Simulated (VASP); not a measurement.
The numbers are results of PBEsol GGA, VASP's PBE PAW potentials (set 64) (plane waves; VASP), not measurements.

The input files of a VASP run:

File KPOINTS:
```
Automatic mesh
0
Gamma
13 13 8
0 0 0
```

**INCAR**
```
NEDOS=601   # DOS grid
LCHARG=T
ALGO=Normal   # blocked Davidson
GGA=PS
NELM=100
SYSTEM=Tb
ENCUT=520
LASPH=T   # aspherical one-centre terms
EDIFF=1E-7
LWAVE=F
LORBIT=11
ISIF=2   # forces and stress, cell fixed
PREC=Accurate
ISMEAR=-5   # tetrahedra, Bloechl
LMAXMIX=6   # l cut-off of mixed one-centre charges
LREAL=F
```

POSCAR:
```
Tb
1
    1.7801265274    -3.0832691508     0.0000000000
    1.7801265274     3.0832691508     0.0000000000
    0.0000000000     0.0000000000     5.5652276811
Tb
2
Direct
  0.3333330000   0.6666670000   0.2500000000
  0.6666670000   0.3333330000   0.7500000000
```

POTCAR, in this order: Tb_3 (PBE.64 set). Program: vasp_std.

Output

**OSZICAR**
```
       N       E                     dE             d eps       ncg     rms          rms(c)
DAV:   1     0.429361343520E+02    0.42936E+02   -0.89587E+03  2730   0.124E+03
DAV:   2    -0.777674554651E+01   -0.50713E+02   -0.49678E+02  2905   0.263E+02
DAV:   3    -0.993303195614E+01   -0.21563E+01   -0.20423E+01  3660   0.312E+01
DAV:   4    -0.998250422001E+01   -0.49472E-01   -0.49047E-01  3202   0.464E+00
DAV:   5    -0.998369608210E+01   -0.11919E-02   -0.11651E-02  3709   0.595E-01    0.242E+01
DAV:   6    -0.997876861123E+01    0.49275E-02   -0.24046E-02  3247   0.127E+00    0.145E+01
DAV:   7    -0.998502193198E+01   -0.62533E-02   -0.42374E-02  3204   0.170E+00    0.226E-01
DAV:   8    -0.998460594654E+01    0.41599E-03   -0.24281E-03  3180   0.404E-01    0.587E-02
DAV:   9    -0.998459977983E+01    0.61667E-05   -0.22397E-04  3345   0.120E-01    0.308E-02
DAV:  10    -0.998459475047E+01    0.50294E-05   -0.27839E-05  3185   0.397E-02    0.318E-02
DAV:  11    -0.998459484167E+01   -0.91198E-07   -0.30903E-06  3095   0.138E-02    0.220E-03
DAV:  12    -0.998459508019E+01   -0.23852E-06   -0.38718E-07  3205   0.505E-03    0.360E-03
DAV:  13    -0.998459500319E+01    0.77001E-07   -0.34654E-08  1740   0.147E-03
   1 F= -.99845950E+01 E0= -.99845950E+01  d E =0.000000E+00
```

### OUTCAR
```
------------------------ aborting loop because EDIFF is reached ----------------------------------------
  FORCE on cell =-STRESS in cart. coord.  units (eV):
  Direction    XX          YY          ZZ          XY          YZ          ZX
  --------------------------------------------------------------------------------------
  Total       -0.0841912     -0.0841912      0.0276579      0.0000000      0.0000000      0.0000000
  in kB       -2.2080159     -2.2080153      0.7253605      0.0000000      0.0000000      0.0000000
  external PRESSURE =      -1.2302235 kB  Pullay stress =       0.0000000 kB
  volume of cell :       61.09
      direct lattice vectors                 reciprocal lattice vectors
     1.780126527 -3.083269151  0.000000000     0.280878911 -0.162165538  0.000000000
     1.780126527  3.083269151  0.000000000     0.280878911  0.162165538  0.000000000
     0.000000000  0.000000000  5.565227681     0.000000000  0.000000000  0.179687168
 POSITION                                       TOTAL-FORCE (eV/Angst)
 -----------------------------------------------------------------------------------
      1.78013      1.02776      1.39131         0.000000     -0.000000      0.000000
      1.78013     -1.02776      4.17392        -0.000000      0.000000      0.000000
 -----------------------------------------------------------------------------------
    total drift:                                0.000000      0.000105     -0.000011
  FREE ENERGIE OF THE ION-ELECTRON SYSTEM (eV)
  ---------------------------------------------------
  free  energy   TOTEN  =        -9.9845950032 eV

  energy  without entropy=       -9.9845950032  energy(sigma->0) =       -9.98459500

 total charge

# of ion       s       p       d       tot
------------------------------------------
    1        0.410   6.314   1.167   7.892
    2        0.410   6.314   1.167   7.892
--------------------------------------------------
tot          0.821  12.629   2.333  15.783
```
(Selected blocks of OUTCAR.)

The 4f electrons are frozen in the core of the lanthanide potential, so 4f levels, which can set the real gap, and their magnetism are missing. For a metal the tetrahedron method with Blöchl corrections gives inexact stress and forces.

The compound is Tb in the hcp structure. It was relaxed first.
